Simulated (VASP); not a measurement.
Data:

```
CELL_PARAMETERS angstrom
      2.12050    -3.67281     0.00000
      2.12050     3.67281     0.00000
      0.00000     0.00000     6.88186
ATOMIC_POSITIONS crystal
  Cd 0.00000 0.00000 0.00000
  I  0.33333 0.66667 0.25177
  I  0.66667 0.33333 0.74823
```

Calculation: PBE GGA with D4 dispersion, VASP's PBE PAW potentials (set 64) (plane waves; VASP). Run with 520 eV cut-off, 7×7×4 Γ-centred mesh, tetrahedra with Blöchl corrections, potentials Cd I.

Question: Predict the energy per atom (σ→0).

Answer: 
- energy per atom (σ→0) = -2.186 eV/atom

The absolute energy has meaning only against runs of the same code, potentials and settings.

The compound is CdI2 in the 1T layered structure. It was relaxed first.
